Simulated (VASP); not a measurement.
```yaml
crystal:
  lattice:
    - [-1.57080, 1.57080, 1.57080]
    - [1.57080, -1.57080, 1.57080]
    - [1.57080, 1.57080, -1.57080]
  atoms:
    - { symbol: Pt, position: [0.00000, 0.00000, 0.00000] }
```

Level of theory: r2SCAN meta-GGA, VASP's PBE PAW potentials (set 64) (plane waves; VASP 6.6.1). Numerical set-up: 400 eV cut-off, 18×18×18 Γ-centred mesh, tetrahedra with Blöchl corrections, potentials Pt.

**Question.** Give the energies of bands 1 to 6 at the high-symmetry points, in eV from the Fermi level.

**Answer.** 
| band | Γ | H | N | P |
|---|---|---|---|---|
| 1 | -9.95 | -6.51 | -6.97 | -4.54 |
| 2 | -3.72 | -6.51 | -5.24 | -4.54 |
| 3 | -3.72 | 0.57 | -1.32 | -4.54 |
| 4 | -3.72 | 0.57 | -0.82 | -0.75 |
| 5 | -1.15 | 0.57 | 0.38 | -0.75 |
| 6 | -1.15 | 8.15 | 1.13 | 5.16 |

It has no gap at this level: it comes out as a metal or semimetal.

The structure comes from a computed database's Pt entry (Im-3m); how it stands against other phases isn't given here. It was relaxed first.
